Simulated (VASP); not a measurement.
```yaml
crystal:
  lattice:
    - [-1.68171, 1.68171, 4.77038]
    - [1.68171, -1.68171, 4.77038]
    - [1.68171, 1.68171, -4.77038]
  atoms:
    - { symbol: Rh, position: [0.74358, 0.74358, 0.00000] }
    - { symbol: Rh, position: [0.49358, 0.99358, 0.50000] }
    - { symbol: Si, position: [0.17242, 0.17242, 0.00000] }
    - { symbol: Si, position: [0.92242, 0.42242, 0.50000] }
```

Method: PBEsol GGA with spin-orbit coupling, VASP's PBE PAW potentials (set 64) (plane waves; VASP 6.6.1). Settings: 400 eV cut-off, 12×12×12 Γ-centred mesh, Gaussian smearing of 0.050 eV, potentials Rh_pv Si.

Problem. Give the energies of bands 32 to 45 at the high-symmetry points, in eV from the Fermi level.

Solution. 
| band | Γ | X | P | N | M | S | R |
|---|---|---|---|---|---|---|---|
| 32 | -3.25 | -2.65 | -2.42 | -2.67 | -2.97 | -2.78 | -2.75 |
| 33 | -3.16 | -1.83 | -1.84 | -2.00 | -1.36 | -1.88 | -1.82 |
| 34 | -3.16 | -1.83 | -1.84 | -2.00 | -1.36 | -1.87 | -1.82 |
| 35 | -2.46 | -1.83 | -1.77 | -1.83 | -1.36 | -1.80 | -1.77 |
| 36 | -2.46 | -1.83 | -1.76 | -1.83 | -1.36 | -1.75 | -1.77 |
| 37 | 0.56 | -1.08 | -1.15 | -1.62 | -0.50 | -1.68 | -0.99 |
| 38 | 0.56 | -1.08 | -1.11 | -1.62 | -0.50 | -1.63 | -0.99 |
| 39 | 2.04 | -1.01 | -1.11 | 0.51 | -0.50 | 0.23 | -0.93 |
| 40 | 2.04 | -1.01 | -1.06 | 0.51 | -0.50 | 0.24 | -0.93 |
| 41 | 2.12 | 2.09 | 2.20 | 1.80 | 3.74 | 1.98 | 2.21 |
| 42 | 2.12 | 2.09 | 2.29 | 1.80 | 3.74 | 2.07 | 2.21 |
| 43 | 2.90 | 2.14 | 2.29 | 3.80 | 3.74 | 4.37 | 2.26 |
| 44 | 2.90 | 2.14 | 2.29 | 3.80 | 3.74 | 4.48 | 2.26 |
| 45 | 2.99 | 3.63 | 2.88 | 5.26 | 4.97 | 4.81 | 3.63 |

It has no gap at this level: it comes out as a metal or semimetal.

The structure was generated: SiRh was put into the NbAs type (I4_1md), which need not be its known phase. It was relaxed first.
